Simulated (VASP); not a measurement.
Input of a VASP 6.6.1 run:

The input INCAR:

```
PREC = Accurate
ENCUT = 520
EDIFF = 1E-8
ISMEAR = -1
SIGMA = 0.03
LREAL = F
LASPH = T
NELM = 100
ALGO = Fast
ISIF = 2
LWAVE = F
LCHARG = F
GGA = PE
LEFG = T
NBANDS = 16
```

The input KPOINTS:

```
Automatic mesh
0
Gamma
  10 10 6
```

File POSCAR:

```
AlN
1.0
    3.1110021516      0.0000000000      0.0000000000
   -1.5555010758      2.6942068945      0.0000000000
    0.0000000000      0.0000000000      4.9780000000
Al N
2 2
Direct
    0.3333333333      0.6666666667      0.0000000000
    0.6666666667      0.3333333333      0.5000000000
    0.3333333333      0.6666666667      0.3850000000
    0.6666666667      0.3333333333      0.8850000000
```

Potentials or basis: VASP PAW PBE potentials, release 64 (Al, N).

Run with:

```bash
$ cat potpaw_PBE.64/Al/POTCAR potpaw_PBE.64/N/POTCAR > POTCAR
$ mpirun -np 1 vasp_std > vasp.out
```

**Question.** Estimate the band gap on the k mesh.

**Answer.** 4.16 eV, direct.

**Question.** Predict the largest force.

**Answer.** 0.181 eV/Å.

Stress tensor (GPa, compression positive):
```
4.38 0.00 0.00
0.00 4.38 0.00
0.00 0.00 2.58
```

**What was measured.**

“Structural and optical properties of self-assembled AlN nanowires grown on SiO2/Si substrates by molecular beam epitaxy”, 2024, arxiv:2402.00216 quotes, for a bulk crystal of AlN at 0 K: band gap 6.0343 eV (an exciton energy, a little under the gap).

Measured gap of AlN: 6.0343 eV (an exciton energy, a little under the gap; 0 K; quoted in “Structural and optical properties of self-assembled AlN nanowires grown on SiO2/Si substrates by molecular beam epitaxy”, 2024, arxiv:2402.00216). This calculation gives 4.16 eV (-1.87 eV). 2 values of this kind are on record (6.034 to 6.0343 eV); this one was drawn at random. The value is that of PBE, without temperature or zero-point motion. Semilocal functionals fall short of measured gaps as a rule.
